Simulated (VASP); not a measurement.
```
SnC
1.0
    0.00000     2.03836     2.03836
    2.03836     0.00000     2.03836
   12.20070    12.20070    -4.04728
Sn C
4 4
Direct
  0.17221   0.17221   0.87085
  0.24840   0.24840   0.06370
  0.00160   0.00160   0.24880
  0.07779   0.07779   0.44165
  0.89232   0.89232   0.58076
  0.18783   0.18783   0.60913
  0.06217   0.06217   0.70337
  0.35768   0.35768   0.73174
```

The numbers are results of PBEsol GGA, VASP's PBE PAW potentials (set 64) (plane waves; VASP), not measurements. Numerical set-up: 520 eV cut-off, 14×14×2 Γ-centred mesh, tetrahedra with Blöchl corrections, potentials Sn_d C.

The cores are frozen, which limits the accuracy of field gradients.

### Question
Give the principal components of the electric field gradient (V/Å²) and the asymmetry η at each nucleus.

### Answer

| atom | Vxx | Vyy | Vzz | η |
|---|---|---|---|---|
| Sn1 | 39.8 | 39.8 | -79.5 | 0.00 |
| Sn2 | -46.0 | -45.9 | 91.9 | 0.00 |
| Sn3 | -46.0 | -45.9 | 91.9 | 0.00 |
| Sn4 | 39.8 | 39.8 | -79.5 | 0.00 |
| C5 | 7.7 | 7.7 | -15.4 | 0.00 |
| C6 | 7.0 | 7.0 | -13.9 | 0.00 |
| C7 | 7.0 | 7.0 | -13.9 | 0.00 |
| C8 | 7.7 | 7.7 | -15.4 | 0.00 |

The structure was generated: Sn4C4 was put into an ordered model structure (R-3m), which need not be its known phase. It was relaxed first, which changed the volume by -7 %.
